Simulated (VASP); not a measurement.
Set up this calculation in VASP 6.6.1, as the native input.

```
Task                               : single point
Functional                         : HSE(alpha, omega)
Potentials or basis                : VASP PAW PBE potentials, release 64 (Si, F)
Cutoff                             : 520 eV
k mesh                             : 5 × 5 × 5
Occupations                        : fermi-dirac, width 0.05 eV
Spin                               : no spin polarisation
Screening parameter                : 0.4
Grid for exact exchange (PRECFOCK) : Fast
Further INCAR settings             : ALGO = Normal; EDIFF = 1e-07; NBANDS = 12
```

Crystal: SiF.

```
Si F
1.0
     3.02860    0.00000    0.00000
     0.00000    3.02860    0.00000
     0.00000    0.00000    3.02860
Si F
1 1
Direct
  0.50000 0.50000 0.50000
  0.00000 0.00000 0.00000
```

The cell was built by a generator and needn't be a form met in nature.

One way to write it, as run:

POSCAR

```
SiF
1.0
    3.0286000000      0.0000000000      0.0000000000
    0.0000000000      3.0286000000      0.0000000000
    0.0000000000      0.0000000000      3.0286000000
Si F
1 1
Direct
    0.5000000000      0.5000000000      0.5000000000
    0.0000000000      0.0000000000      0.0000000000
```

INCAR.step1

```
SYSTEM = SiF
PREC = Accurate ; ENCUT = 520
EDIFF = 1E-5 ; ISMEAR = -1
SIGMA = 0.05 ; LREAL = .False.
LASPH = .True. ; NELM = 100
ALGO = Normal ; ISIF = 2
LWAVE = .True. ; LCHARG = .False.
NBANDS = 12 ; GGA = PE
```

INCAR.step2

```
SYSTEM = SiF
PREC = Accurate ; ENCUT = 520
EDIFF = 1E-7 ; ISMEAR = -1
SIGMA = 0.05 ; LREAL = .False.
LASPH = .True. ; NELM = 100
ALGO = Normal ; ISIF = 2
LWAVE = .False. ; LCHARG = .False.
GGA = PE ; LHFCALC = .True.
HFSCREEN = 0.4 ; AEXX = 0.25
PRECFOCK = Fast ; NBANDS = 12
ISTART = 1
```

KPOINTS

```
regular mesh
0
Gamma
  5 5 5
  0 0 0
```

Potentials or basis: VASP PAW PBE potentials, release 64 (Si, F).

The run is started by

```sh
$ cat potpaw_PBE.64/Si/POTCAR potpaw_PBE.64/F/POTCAR > POTCAR
$ cp INCAR.step1 INCAR
$ mpirun -np 1 vasp_std > vasp.out
$ cp INCAR.step2 INCAR
$ mpirun -np 1 vasp_std > vasp.out
```

It gave:

| Item | Value |
| --- | --- |
| Pressure | -1.5 GPa |
| Band gap on the k mesh | none (metal or under the smearing width) |

Caveat: the k mesh is coarse (spacing up to 0.41 Å⁻¹), so the values aren't converged, least of all with exact exchange; the PAW data sets were made with another functional, which shifts forces and pressure a little; an odd number of electrons without spin polarisation forces a metal; a magnetic or distorted state may lie lower.

It took 67 s on 1 thread of AMD EPYC 9R45 96-Core Processor (Zen 5), on a shared host, peak memory 0.2 GiB.
